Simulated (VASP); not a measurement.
A VASP calculation is set up with these files.

### INCAR
```
SYSTEM = Fe
PREC = Accurate
ENCUT = 400
EDIFF = 1E-6
NELM = 100
ALGO = Normal
LREAL = .FALSE.
LASPH = .TRUE.
ISMEAR = 1
SIGMA = 0.1
GGA = PE
LMAXMIX = 4
ISPIN = 2
MAGMOM = 2.5
LORBIT = 10
LWAVE = .FALSE.
LCHARG = .FALSE.
ISIF = 2
ICHARG = 11
```

**POSCAR**
```
Fe
1
   -1.4350000000     1.4350000000     1.4350000000
    1.4350000000    -1.4350000000     1.4350000000
    1.4350000000     1.4350000000    -1.4350000000
Fe
1
Direct
  0.0000000000   0.0000000000   0.0000000000
```

KPOINTS:
```
Automatic mesh
0
Gamma
13 13 13
0 0 0
```

POTCAR, in this order: Fe (PBE.64 set). Program: vasp_std.

Output of the run:

### standard output
```
 POSCAR found type information on POSCAR Fe
 POSCAR found :  1 types and       1 ions
 Reading from existing POTCAR
 Reading from existing POTCAR
 LDA part: xc-table for (Slater+PW92), standard interpolation
 WARNING: stress and forces are not correct
 POSCAR, INCAR and KPOINTS ok, starting setup
 WAVECAR not read
 WARNING: CHGCAR is incomplete

 -----------------------------------------------------------------------------
|                                                                             |
|     EEEEEEE  RRRRRR   RRRRRR   OOOOOOO  RRRRRR      ###     ###     ###     |
|     E        R     R  R     R  O     O  R     R     ###     ###     ###     |
|     E        R     R  R     R  O     O  R     R     ###     ###     ###     |
|     EEEEE    RRRRRR   RRRRRR   O     O  RRRRRR       #       #       #      |
|     E        R   R    R   R    O     O  R   R                               |
|     E        R    R   R    R   O     O  R    R      ###     ###     ###     |
|     EEEEEEE  R     R  R     R  OOOOOOO  R     R     ###     ###     ###     |
|                                                                             |
|     ICHARG>10                                                               |
|                                                                             |
|       ---->  I REFUSE TO CONTINUE WITH THIS SICK JOB ... BYE!!! <----       |
|                                                                             |
 -----------------------------------------------------------------------------
```

Problem. Read the log: what went wrong, and how is it fixed?

Solution. The cause: ICHARG = 11 asks for a fixed density, but there is no CHGCAR. VASP stops with an error: ERROR: charge density could not be read from file CHGCAR for ICHARG>10 ----> I REFUSE TO CONTINUE WITH THIS SICK JOB ... BYE!!! <---- To mend it, run self-consistently first and keep its CHGCAR, or remove ICHARG. The plain static run on this cell (PBE GGA, plane waves, VASP's PBE PAW potentials (set 64)) converges, and its OSZICAR ends with
```
   1 F= -.82262588E+01 E0= -.82261999E+01  d E =-.176767E-03  mag=     2.2181
```

The compound is Fe in the bcc structure. The cell was not relaxed at this level.
